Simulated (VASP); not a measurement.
Here is the system:

```
CELL_PARAMETERS angstrom
      2.74793     0.00000     0.00000
      0.00000     2.74793     0.00000
      0.00000     0.00000     3.77457
ATOMIC_POSITIONS crystal
  Fe 0.00000 0.00000 0.00000
  Pt 0.50000 0.50000 0.50000
```
Starting moments (μB, in the order of the record's atoms Fe Pt): 3.0 0.3.

All values below come from revPBE GGA, VASP's PBE PAW potentials (set 64) (plane waves; VASP). Numerical set-up: 520 eV cut-off, Gaussian smearing of 0.050 eV, potentials Fe Pt.

Question: Give the spin-up energies of bands 1 to 13 at the high-symmetry points, in eV from the Fermi level.

Answer: 
| band | Γ | X | M | Z | R | A |
|---|---|---|---|---|---|---|
| 1 | -9.30 | -5.92 | -6.61 | -7.49 | -6.29 | -5.81 |
| 2 | -6.12 | -4.60 | -5.58 | -5.58 | -6.28 | -4.64 |
| 3 | -5.92 | -4.29 | -5.53 | -5.46 | -3.60 | -4.64 |
| 4 | -3.38 | -4.19 | -5.53 | -3.57 | -3.52 | -4.09 |
| 5 | -3.38 | -3.46 | -1.51 | -2.70 | -3.43 | -3.50 |
| 6 | -2.94 | -3.44 | -1.20 | -2.69 | -3.12 | -3.50 |
| 7 | -2.18 | -2.59 | -0.62 | -2.39 | -1.34 | -2.43 |
| 8 | -2.01 | -2.56 | -0.61 | -2.39 | -0.95 | -1.72 |
| 9 | -0.56 | -2.23 | -0.61 | -2.07 | -0.61 | -1.19 |
| 10 | -0.50 | -1.57 | 0.51 | -2.07 | -0.50 | 0.52 |
| 11 | -0.50 | 0.03 | 1.67 | -1.96 | -0.48 | 6.69 |
| 12 | 2.21 | 1.95 | 1.67 | -0.81 | -0.41 | 6.69 |
| 13 | 9.29 | 10.20 | 7.34 | 15.42 | 4.48 | 7.51 |

Question: Give the spin-down energies of bands 1 to 13 at the high-symmetry points, in eV from the Fermi level.

Answer: 
```json
[
 {"band": "1", "Γ": "-9.19", "X": "-5.82", "M": "-6.19", "Z": "-7.43", "R": "-5.91", "A": "-5.65"},
 {"band": "2", "Γ": "-5.53", "X": "-4.40", "M": "-4.74", "Z": "-5.22", "R": "-5.76", "A": "-4.46"},
 {"band": "3", "Γ": "-5.52", "X": "-4.09", "M": "-4.74", "Z": "-5.15", "R": "-2.76", "A": "-4.46"},
 {"band": "4", "Γ": "-2.24", "X": "-3.33", "M": "-4.53", "Z": "-2.48", "R": "-2.71", "A": "-1.78"},
 {"band": "5", "Γ": "-2.24", "X": "-2.34", "M": "0.91", "Z": "-1.82", "R": "-2.10", "A": "-1.46"},
 {"band": "6", "Γ": "-0.73", "X": "-1.32", "M": "1.23", "Z": "-1.82", "R": "-0.45", "A": "-1.23"},
 {"band": "7", "Γ": "-0.71", "X": "-1.07", "M": "1.66", "Z": "-1.30", "R": "-0.35", "A": "-1.23"},
 {"band": "8", "Γ": "0.61", "X": "-0.76", "M": "1.70", "Z": "-0.55", "R": "-0.33", "A": "0.85"},
 {"band": "9", "Γ": "1.65", "X": "0.63", "M": "1.70", "Z": "0.26", "R": "0.90", "A": "0.91"},
 {"band": "10", "Γ": "1.65", "X": "0.76", "M": "1.71", "Z": "0.51", "R": "1.47", "A": "1.71"},
 {"band": "11", "Γ": "1.71", "X": "2.28", "M": "1.76", "Z": "0.51", "R": "1.58", "A": "7.39"},
 {"band": "12", "Γ": "2.36", "X": "2.53", "M": "1.76", "Z": "1.50", "R": "1.64", "A": "7.39"},
 {"band": "13", "Γ": "10.15", "X": "10.94", "M": "8.15", "Z": "15.80", "R": "5.45", "A": "8.29"}
]
```

It has no gap at this level: it comes out as a metal or semimetal.

The compound is FePt in the L1_0 structure. It was relaxed first.
